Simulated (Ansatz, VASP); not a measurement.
**Y2C in VASP and in Ansatz**

File INCAR:

```
ALGO = Normal ; EDIFF = 1E-6
ENCUT = 520 ; GGA = CA
ISIF = 2 ; ISMEAR = 0
LASPH = True ; LCHARG = False
LREAL = False ; LWAVE = False
NBANDS = 20 ; NELM = 80
PREC = Accurate ; SIGMA = 0.05
```

File KPOINTS:

```
k-points
0
Gamma
  8 8 8
```

Contents of POSCAR:

```
Y2C
1.0
    1.8124150000      1.0463980000      5.9880000000
   -1.8124150000      1.0463980000      5.9880000000
    0.0000000000     -2.0927970000      5.9880000000
Y C
2 1
Direct
    0.2579300000      0.2579300000      0.2579300000
    0.7420700000      0.7420700000      0.7420700000
    0.0000000000      0.0000000000      0.0000000000
```

Input for Ansatz:

```yaml

crystal:
  lattice:
    - [1.812415, 1.046398, 5.988]
    - [-1.812415, 1.046398, 5.988]
    - [0.0, -2.092797, 5.988]
  atoms:
    - { symbol: "Y", position: [0.25793, 0.25793, 0.25793] }
    - { symbol: "Y", position: [0.74207, 0.74207, 0.74207] }
    - { symbol: C, position: [0.0, 0.0, 0.0] }
kpoints:
  mp_grid: { grid: [8, 8, 8] }
hamiltonian:
  xc: lda
scf:
  occupations: { method: gaussian, width: 0.05 }
output:
  forces: true
  stress: true
  eigenvalues: true
```

Alike in both runs: task single point; functional LDA; k mesh 8 × 8 × 8; occupations gaussian, width 0.05 eV; no spin polarisation.

|  | VASP | Ansatz |
| --- | --- | --- |
| version | VASP 6.6.1 | Ansatz 0.2.0 |
| potentials or method | VASP PAW LDA potentials, release 64 (Y_sv, C) | plane waves, PAW |
| plane-wave cutoff (eV) | 520 | 420 |
| valence electrons in the cell | 26 | 26 |

VASP gave:

* gap on the k mesh at the Fermi level (eV): none
* pressure (GPa): -5.2
* largest component of the traceless stress (GPa): 1.68
* rms of the force components (eV/Å): 0.328

Q: Estimate Ansatz's values.

A: gap on the k mesh at the Fermi level (eV): none; pressure (GPa): -5.2; largest component of the traceless stress (GPa): 1.66; rms of the force components (eV/Å): 0.332.

Atom by atom the forces differ by 0.004 eV/Å (rms over components). A gap of «none» marks a metal or a gap that the smearing closes.
